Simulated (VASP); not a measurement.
Data:

```yaml
crystal:
  lattice:
    - [0.00000, 2.65695, 2.65695]
    - [2.65695, 0.00000, 2.65695]
    - [2.65695, 2.65695, 0.00000]
  atoms:
    - { symbol: K, position: [0.00000, 0.00000, 0.00000] }
    - { symbol: F, position: [0.50000, 0.50000, 0.50000] }
```

Level of theory: r2SCAN meta-GGA, VASP's PBE PAW potentials (set 64) (plane waves; VASP 6.6.1). Run with 520 eV cut-off, 10×10×10 Γ-centred mesh, tetrahedra with Blöchl corrections, potentials K_sv F.

Problem. Predict the energy per atom (σ→0), band gap (over mesh and band path) with the smallest direct gap where there is one.

Solution. 
The band gap (over mesh and band path) is 6.92 eV. The smallest direct gap (over mesh and band path) is 6.92 eV and the energy per atom (σ→0) comes out as -7.486 eV/atom.

Only differences to runs with the same potentials and settings are physical.

The structure was generated: KF was put into the rock salt type (Fm-3m), which need not be its known phase. It was relaxed first, which changed the volume by -15 %.
